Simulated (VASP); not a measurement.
Method: PBE GGA, VASP's PBE PAW potentials (set 64) (plane waves; VASP).

VASP ran on this input.

**INCAR**
```
SYSTEM=SbP
PREC=Accurate; ENCUT=300; LREAL=.FALSE.
LASPH=.TRUE.
EDIFF=1E-6; NELM=100; ALGO=Normal
LMAXMIX=4
ISMEAR=0; SIGMA=0.272
GGA=PE
ISIF=2
LWAVE=.FALSE.; LCHARG=.FALSE.
```

### KPOINTS
```
Automatic
0
G
  7 7 7
```

**POSCAR**
```
SbP
1
    1.8952180000     1.0942040000     3.2436570000
   -1.8952180000     1.0942040000     3.2436570000
    0.0000000000    -2.1884100000     3.2436570000
Sb P
1 1
Direct
  0.7624000000   0.7624000000   0.7624000000
  0.2376000000   0.2376000000   0.2376000000
```

POTCAR, in this order: Sb P (PBE.64 set). Program: vasp_std.

The run wrote:

### OUTCAR
```
 ion  position               nearest neighbor table
   1  0.762  0.762  0.762-   2 2.59   2 2.59   2 2.59   2 2.87   2 2.87   2 2.87
   2  0.238  0.238  0.238-   1 2.59   1 2.59   1 2.59   1 2.87   1 2.87   1 2.87
  LATTYP: Found a trigonal (rhomboedric) cell.
 ALAT       =     3.9128562962
 COS(alpha) =     0.5307972551
 Subroutine PRICEL returns:
 Original cell was already a primitive cell.
 Subroutine GETGRP returns: Found  6 space group operations
The static configuration has the point symmetry C_3v.
The dynamic configuration has the point symmetry C_3v.
 Subroutine INISYM returns: Found  6 space group operations
 Subroutine IBZKPT returns following result:
 Found     44 irreducible k-points:

 Following reciprocal coordinates:
            Coordinates               Weight
  0.000000  0.000000  0.000000      1.000000
  0.142857 -0.000000  0.000000      6.000000
  0.285714 -0.000000  0.000000      6.000000
  0.428571 -0.000000  0.000000      6.000000
  0.142857  0.142857  0.000000      6.000000
  0.285714  0.142857  0.000000     12.000000
  0.428571  0.142857 -0.000000     12.000000
 -0.428571  0.142857 -0.000000     12.000000
 -0.285714  0.142857  0.000000     12.000000
 -0.142857  0.142857  0.000000      6.000000
  0.285714  0.285714  0.000000      6.000000
  0.428571  0.285714  0.000000     12.000000
 -0.428571  0.285714 -0.000000     12.000000
 -0.285714  0.285714  0.000000      6.000000
  0.428571  0.428571  0.000000      6.000000
 -0.428571  0.428571  0.000000      6.000000
  0.142857  0.142857  0.142857      2.000000
  0.285714  0.142857  0.142857      6.000000
  0.428571  0.142857  0.142857      6.000000
 -0.428571  0.142857  0.142857      6.000000
 -0.285714  0.142857  0.142857      6.000000
 -0.142857  0.142857  0.142857      6.000000
  0.285714  0.285714  0.142857      6.000000
...
```

OSZICAR:
```
       N       E                     dE             d eps       ncg     rms          rms(c)
DAV:   1     0.215770272616E+02    0.21577E+02   -0.30278E+03   792   0.587E+02
DAV:   2    -0.835584206561E+01   -0.29933E+02   -0.28708E+02  1173   0.109E+02
DAV:   3    -0.931645153012E+01   -0.96061E+00   -0.95197E+00   950   0.222E+01
DAV:   4    -0.932367272058E+01   -0.72212E-02   -0.72139E-02  1052   0.207E+00
DAV:   5    -0.932371315923E+01   -0.40439E-04   -0.40435E-04   991   0.128E-01    0.525E+00
DAV:   6    -0.916808877176E+01    0.15562E+00   -0.51961E-01   831   0.342E+00    0.321E+00
DAV:   7    -0.916257584004E+01    0.55129E-02   -0.94355E-02   960   0.173E+00    0.129E+00
DAV:   8    -0.916164562976E+01    0.93021E-03   -0.95640E-03   853   0.588E-01    0.211E-01
DAV:   9    -0.916162785624E+01    0.17774E-04   -0.10890E-03   850   0.226E-01    0.620E-02
DAV:  10    -0.916164199914E+01   -0.14143E-04   -0.56862E-05   958   0.603E-02    0.227E-02
DAV:  11    -0.916164760217E+01   -0.56030E-05   -0.21403E-05   855   0.304E-02    0.801E-03
DAV:  12    -0.916164751503E+01    0.87144E-07   -0.11539E-06   484   0.850E-03
   1 F= -.91616475E+01 E0= -.91532599E+01  d E =-.167752E-01
```

### OUTCAR
```
------------------------ aborting loop because EDIFF is reached ----------------------------------------
  FORCE on cell =-STRESS in cart. coord.  units (eV):
  Direction    XX          YY          ZZ          XY          YZ          ZX
  --------------------------------------------------------------------------------------
  Total        3.1599746      3.1599749      2.9403490      0.0000000     -0.0000006      0.0000000
  in kB      125.4441088    125.4441189    116.7254478      0.0000000     -0.0000240      0.0000000
  external PRESSURE =     122.5378918 kB  Pullay stress =       0.0000000 kB
  volume of cell :       40.36
      direct lattice vectors                 reciprocal lattice vectors
     1.895218000  1.094204000  3.243657000     0.263821893  0.152317635  0.102764699
    -1.895218000  1.094204000  3.243657000    -0.263821893  0.152317635  0.102764699
     0.000000000 -2.188410000  3.243657000     0.000000000 -0.304635269  0.102764605
 POSITION                                       TOTAL-FORCE (eV/Angst)
 -----------------------------------------------------------------------------------
      0.00000     -0.00000      7.41889         0.000000      0.000000     -0.265595
      0.00000     -0.00000      2.31208         0.000000     -0.000000      0.265595
 -----------------------------------------------------------------------------------
    total drift:                               -0.000000      0.000001      0.000105
  FREE ENERGIE OF THE ION-ELECTRON SYSTEM (eV)
  ---------------------------------------------------
  free  energy   TOTEN  =        -9.1616475150 eV

  energy  without entropy=       -9.1448723233  energy(sigma->0) =       -9.15325992
```
(Selected blocks of OUTCAR.)

### OUTCAR
```
 val. band max:        9.5681527859   @ k =   0.4286   0.4286   0.4286

 cond. band min:       9.6377256967   @ k =   0.4286   0.4286   0.4286


 Fermi energy:         9.5829958889

 k-point     1 :       0.0000    0.0000    0.0000
  band No.  band energies     occupation
      1      -5.5058      2.00000
      2       6.1150      2.00000
      3       6.8603      2.00000
      4       7.2170      2.00000
      5       7.2170      2.00000
      6      12.5208      0.00000
      7      13.3064      0.00000
      8      13.3065      0.00000
      9      14.7790      0.00000

 k-point     2 :       0.1429   -0.0000    0.0000
  band No.  band energies     occupation
      1      -5.2096      2.00000
      2       4.1615      2.00000
      3       6.9107      2.00000
      4       7.1730      2.00000
      5       8.3770      2.00000
      6      12.0775      0.00000
      7      12.3460      0.00000
      8      12.6031      0.00000
      9      14.3412      0.00000

 k-point     3 :       0.2857   -0.0000    0.0000
  band No.  band energies     occupation
      1      -4.3308      2.00000
      2       1.5963      2.00000
      3       7.0061      2.00000
      4       7.1430      2.00000
      5       8.9884      1.99801
      6      10.6802      0.00000
      7      10.7757      0.00000
      8      11.3392      0.00000
      9      15.4719      0.00000

 k-point     4 :       0.4286   -0.0000    0.0000
  band No.  band energies     occupation
      1      -2.9371      2.00000
      2      -0.7322      2.00000
      3       7.2099      2.00000
      4       7.2478      2.00000
      5       9.0889      1.98979
      6       9.5474      1.14665
      7       9.7776      0.31153
      8      10.6105      0.00000
      9      17.4874      0.00000

 k-point     5 :       0.1429    0.1429    0.0000
  band No.  band energies     occupation
      1      -5.1224      2.00000
      2       4.2086      2.00000
      3       6.2917      2.00000
...
```

Unless said otherwise, spin-orbit coupling is left out, though it shifts the bands of the heavy elements here.

The structure was generated: SbP was put into an ordered model structure, which need not be its known phase. The cell was not relaxed at this level, and its volume differs by -5.9 % from the start's.
